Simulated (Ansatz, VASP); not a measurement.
# BN: VASP beside Ansatz, part 3 of 3

Wanted: the spread between two codes on one cell, functional and k mesh. The cell is taken from a series of runs on this material, whose earlier steps may have relaxed, scaled, displaced or heated it; both programs get it as it stands.

VASP 6.6.1 and Ansatz 0.2.0.

So far: Starting point; Ansatz: zone-centre phonons, LDA; VASP: zone-centre phonons, LDA.

**3. VASP: zone-centre phonons, LDA (continued)**

Level of this step: LDA; plane waves and PAW (B, N) (VASP).

Numbers of over 12 decimals in the logs are rounded to 6 here.

OUTCAR, selected parts (step 3):

```text
ion  position               nearest neighbor table
   1  0.333  0.667  0.250-   4 1.44   4 1.44   4 1.44
   2  0.667  0.333  0.750-   3 1.44   3 1.44   3 1.44
   3  0.333  0.667  0.750-   2 1.44   2 1.44   2 1.44
   4  0.667  0.333  0.250-   1 1.44   1 1.44   1 1.44

  LATTYP: Found a hexagonal cell.
 ALAT       =     2.4891452804
 C/A-ratio  =     2.6065346462

 Subroutine GETGRP returns: Found 24 space group operations
 (whereof 12 operations were pure point group operations)

The static configuration has the point symmetry D_3d.
 The point group associated with its full space group is D_6h.

 Found     36 irreducible k-points:

   k-points           NKPTS =     36   k-points in BZ     NKDIM =     36   number of bands    NBANDS=     14

   dimension x,y,z NGX =    20 NGY =   20 NGZ =   54
   dimension x,y,z NGXF=    40 NGYF=   40 NGZF=  108

   ENCUT  =  600.0 eV  44.10 Ry    6.64 a.u.   4.97  4.97 12.96*2*pi/ulx,y,z

   NELECT =      16.0000    total number of electrons

 k-points in reciprocal lattice and weights: Automatic mesh
   0.00000000  0.00000000  0.00000000       0.003
   0.11111111  0.00000000  0.00000000       0.019
   0.22222222  0.00000000  0.00000000       0.019
   0.33333333  0.00000000  0.00000000       0.019
   0.44444444  0.00000000  0.00000000       0.019
   0.11111111  0.11111111  0.00000000       0.019
   0.22222222  0.11111111  0.00000000       0.037
   0.33333333  0.11111111  0.00000000       0.037
   0.44444444  0.11111111  0.00000000       0.019
[...]
0.33333333  0.22222222  0.50000000       0.037
   0.33333333  0.33333333  0.50000000       0.006

 average (electrostatic) potential at core
       1 -33.8717       2 -33.8717       3 -64.4642       4 -64.4642

  Total       -0.0032122     -0.0032122     -0.0462636      0.0000000     -0.0000000      0.0000000
  in kB       -0.1478313     -0.1478313     -2.1291446      0.0000000     -0.0000000      0.0000000
  external PRESSURE =      -0.8082691 kB  Pullay stress =       0.0000000 kB

  energy-cutoff  :      600.00
  volume of cell :       34.81
      direct lattice vectors                 reciprocal lattice vectors
     2.489145280  0.000000000  0.000000000     0.401744329  0.231947196  0.000000000
    -1.244572640  2.155663047  0.000000000     0.000000000  0.463894393  0.000000000
     0.000000000  0.000000000  6.488043413     0.000000000  0.000000000  0.154129672

 POSITION                                       TOTAL-FORCE (eV/Angst)
 -----------------------------------------------------------------------------------
      0.00000      1.43711      1.62201        -0.000000      0.000000     -0.000000
      1.24457      0.71855      4.86603         0.000000     -0.000000     -0.000000
      0.00000      1.43711      4.86603         0.000000     -0.000000      0.000000
      1.24457      0.71855      1.62201        -0.000000      0.000000      0.000000
 -----------------------------------------------------------------------------------
    total drift:                               -0.000000     -0.000000      0.000000

 MACROSCOPIC STATIC DIELECTRIC TENSOR (including local field effects in DFT)
 ------------------------------------------------------
           4.900738     0.000000     0.000000
          -0.000000     4.900738     0.000000
           0.000000    -0.000000     2.859431
 ------------------------------------------------------

 PIEZOELECTRIC TENSOR (including local field effects)  for field in x, y, z        (C/m^2)
          XX          YY          ZZ          XY          YZ          ZX
  --------------------------------------------------------------------------------
  x     0.00000     0.00000     0.00000     0.00000     0.00000     0.00000
  y     0.00000     0.00000     0.00000     0.00000     0.00000     0.00000
  z     0.00000     0.00000     0.00000     0.00000     0.00000     0.00000

 BORN EFFECTIVE CHARGES (including local field effects) (in |e|, cummulative output)
 ---------------------------------------------------------------------------------
 ion    1
    1     2.70456     0.00000     0.00000
    2     0.00000     2.70456     0.00000
    3     0.00000     0.00000     0.81025
 ion    2
    1     2.70456     0.00000     0.00000
    2     0.00000     2.70456     0.00000
    3     0.00000     0.00000     0.81025
 ion    3
    1    -2.70456     0.00000     0.00000
    2     0.00000    -2.70456     0.00000
    3     0.00000     0.00000    -0.81025
 ion    4
    1    -2.70456     0.00000     0.00000
    2     0.00000    -2.70456     0.00000
    3     0.00000     0.00000    -0.81025

 Eigenvectors and eigenvalues of the dynamical matrix
 ----------------------------------------------------

   1 f  =   41.424541 THz   260.278066 2PiTHz 1381.773948 cm-1   171.318058 meV
             X         Y         Z           dx          dy          dz
      0.000000  1.437109  1.622011    -0.000000    0.530867    0.000000
      1.244573  0.718554  4.866033     0.000000   -0.530867   -0.000000
      0.000000  1.437109  4.866033    -0.000000    0.467097    0.000000
      1.244573  0.718554  1.622011     0.000000   -0.467097   -0.000000

   2 f  =   41.424541 THz   260.278066 2PiTHz 1381.773948 cm-1   171.318058 meV
             X         Y         Z           dx          dy          dz
      0.000000  1.437109  1.622011     0.530867    0.000000    0.000000
      1.244573  0.718554  4.866033    -0.530867   -0.000000    0.000000
      0.000000  1.437109  4.866033     0.467097    0.000000   -0.000000
      1.244573  0.718554  1.622011    -0.467097   -0.000000    0.000000

   3 f  =   41.421728 THz   260.260390 2PiTHz 1381.680108 cm-1   171.306423 meV
             X         Y         Z           dx          dy          dz
      0.000000  1.437109  1.622011    -0.000000   -0.531146   -0.000000
      1.244573  0.718554  4.866033    -0.000000   -0.531146    0.000000
      0.000000  1.437109  4.866033     0.000000    0.466781   -0.000000
      1.244573  0.718554  1.622011     0.000000    0.466781   -0.000000

   4 f  =   41.421728 THz   260.260390 2PiTHz 1381.680108 cm-1   171.306423 meV
             X         Y         Z           dx          dy          dz
      0.000000  1.437109  1.622011    -0.531146    0.000000   -0.000000
      1.244573  0.718554  4.866033    -0.531146    0.000000   -0.000000
      0.000000  1.437109  4.866033     0.466781   -0.000000    0.000000
      1.244573  0.718554  1.622011     0.466781   -0.000000    0.000000

   5 f  =   24.351680 THz   153.006117 2PiTHz  812.284606 cm-1   100.710410 meV
             X         Y         Z           dx          dy          dz
      0.000000  1.437109  1.622011     0.000000   -0.000000    0.529172
      1.244573  0.718554  4.866033     0.000000    0.000000   -0.529172
      0.000000  1.437109  4.866033     0.000000    0.000000    0.469017
      1.244573  0.718554  1.622011     0.000000   -0.000000   -0.469017

   6 f  =   22.559227 THz   141.743802 2PiTHz  752.494806 cm-1    93.297423 meV
             X         Y         Z           dx          dy          dz
      0.000000  1.437109  1.622011     0.000000    0.000000   -0.531160
      1.244573  0.718554  4.866033     0.000000   -0.000000   -0.531160
      0.000000  1.437109  4.866033     0.000000   -0.000000    0.466765
      1.244573  0.718554  1.622011     0.000000    0.000000    0.466765

   7 f  =    3.322497 THz    20.875863 2PiTHz  110.826564 cm-1    13.740737 meV
             X         Y         Z           dx          dy          dz
      0.000000  1.437109  1.622011     0.000000    0.000000   -0.469017
      1.244573  0.718554  4.866033    -0.000000   -0.000000    0.469017
      0.000000  1.437109  4.866033    -0.000000   -0.000000    0.529172
      1.244573  0.718554  1.622011     0.000000    0.000000   -0.529172

   8 f  =    1.467660 THz     9.221578 2PiTHz   48.955858 cm-1     6.069750 meV
             X         Y         Z           dx          dy          dz
      0.000000  1.437109  1.622011     0.000500   -0.467097    0.000000
      1.244573  0.718554  4.866033    -0.000500    0.467097    0.000000
      0.000000  1.437109  4.866033    -0.000568    0.530867    0.000000
      1.244573  0.718554  1.622011     0.000568   -0.530867    0.000000

   9 f  =    1.467660 THz     9.221578 2PiTHz   48.955858 cm-1     6.069750 meV
             X         Y         Z           dx          dy          dz
      0.000000  1.437109  1.622011    -0.467097   -0.000500   -0.000000
      1.244573  0.718554  4.866033     0.467097    0.000500   -0.000000
      0.000000  1.437109  4.866033     0.530867    0.000568   -0.000000
      1.244573  0.718554  1.622011    -0.530867   -0.000568   -0.000000

  10 f/i=    0.000492 THz     0.003094 2PiTHz    0.016423 cm-1     0.002036 meV
             X         Y         Z           dx          dy          dz
      0.000000  1.437109  1.622011    -0.000000    0.000000   -0.466765
      1.244573  0.718554  4.866033    -0.000000    0.000000   -0.466765
      0.000000  1.437109  4.866033    -0.000000    0.000000   -0.531160
      1.244573  0.718554  1.622011    -0.000000    0.000000   -0.531160

  11 f/i=    0.002179 THz     0.013693 2PiTHz    0.072693 cm-1     0.009013 meV
             X         Y         Z           dx          dy          dz
      0.000000  1.437109  1.622011     0.033168   -0.465601   -0.000000
      1.244573  0.718554  4.866033     0.033168   -0.465601   -0.000000
      0.000000  1.437109  4.866033     0.037741   -0.529803   -0.000000
      1.244573  0.718554  1.622011     0.037741   -0.529803   -0.000000

  12 f/i=    0.002179 THz     0.013693 2PiTHz    0.072693 cm-1     0.009013 meV
             X         Y         Z           dx          dy          dz
      0.000000  1.437109  1.622011    -0.465601   -0.033168    0.000000
      1.244573  0.718554  4.866033    -0.465601   -0.033168    0.000000
      0.000000  1.437109  4.866033    -0.529803   -0.037741    0.000000
      1.244573  0.718554  1.622011    -0.529803   -0.037741    0.000000

 MACROSCOPIC STATIC DIELECTRIC TENSOR IONIC CONTRIBUTION
 ------------------------------------------------------
           1.775504    -0.000000     0.000000
          -0.000000     1.775504     0.000000
           0.000000     0.000000     0.537249
 ------------------------------------------------------

 ELASTIC MODULI CONTR FROM IONIC RELAXATION (kBar)
 Direction    XX          YY          ZZ          XY          YZ          ZX
 --------------------------------------------------------------------------------
 XX        -461.5658    461.5658     -0.0000      0.0000      0.0000      0.0000
 YY         461.5658   -461.5658      0.0000     -0.0000     -0.0000     -0.0000
 ZZ          -0.0000      0.0000     -0.0000      0.0000     -0.0000     -0.0000
 XY           0.0000     -0.0000      0.0000   -461.5658     -0.0000     -0.0000
 YZ           0.0000     -0.0000     -0.0000     -0.0000     -0.0000     -0.0000
 ZX           0.0000     -0.0000     -0.0000     -0.0000     -0.0000     -0.0000
 --------------------------------------------------------------------------------

 PIEZOELECTRIC TENSOR IONIC CONTR  for field in x, y, z        (C/m^2)
          XX          YY          ZZ          XY          YZ          ZX
  --------------------------------------------------------------------------------
  x     0.00000    -0.00000     0.00000     0.00000    -0.00000    -0.00000
  y    -0.00000    -0.00000    -0.00000    -0.00000     0.00000     0.00000
  z    -0.00000     0.00000    -0.00000     0.00000     0.00000     0.00000
```

**4. Side by side**

Known differences besides the potentials themselves: fixed occupations in Ansatz, narrow Gaussian smearing in VASP; VASP's run holds the zone centre alone; VASP's response is taken on the typed mesh, Ansatz refines its own for the field response alone; the cutoff is 1142.88 eV in Ansatz and 600 eV in VASP; VASP's log shows a relativistic correction to its local exchange, Ansatz's none. Total energies have different zeros and are not compared.

Both answers:

```
                                    quantity  Ansatz    VASP  difference
                                       ε∞ xx    4.84    4.90     -1.15 %
                                       ε∞ yy    4.84    4.90     -1.15 %
                                       ε∞ zz    2.84    2.86     -0.58 %
Born charge of B1 (mean of the diagonal) (e)    2.07    2.07        0.00
Born charge of N3 (mean of the diagonal) (e)   -2.07   -2.07        0.00
                  optical mode 1 to 2 (cm⁻¹)    50.2    49.0        +1.3
                       optical mode 3 (cm⁻¹)   113.2   110.8     +2.15 %
                       optical mode 4 (cm⁻¹)   756.5   752.5     +0.54 %
                       optical mode 5 (cm⁻¹)   817.4   812.3     +0.62 %
                  optical mode 6 to 9 (cm⁻¹)  1385.8  1381.7     +0.30 %
```

Modes are paired by rising frequency, not by their patterns, so a pair may set unlike modes beside each other; they are those without the splitting of longitudinal modes.

**5. Summary of results**

```
r.m.s. difference of the optical zone-centre modes, each program's sorted by frequency (zone-centre phonons, LDA) : 3.6 cm⁻¹
difference in optical mode 3 (zone-centre phonons, LDA)                                                           : +2.2 %
```

In words: The r.m.s. difference of the optical zone-centre modes, each program's sorted by frequency is 3.6 cm⁻¹ (zone-centre phonons, LDA). Among the rows given in per cent, the largest difference of the zone-centre phonons, LDA pair is in optical mode 3, +2.2 %. How closely two codes agree says nothing of how well the functional describes the real material.

[Lines on the potential files, build, host, timing and source positions are cut from VASP's logs without a mark.]

[Logs are printed without paths, hosts, clocks, repeated set-up lines and the standing remarks that a program may print on its own settings, such as how far it seeks lower states.]

[Hosts, paths, dates, database ids (printed as entryN), source tags and the programs' standing remarks are cut or masked in the printed files.]
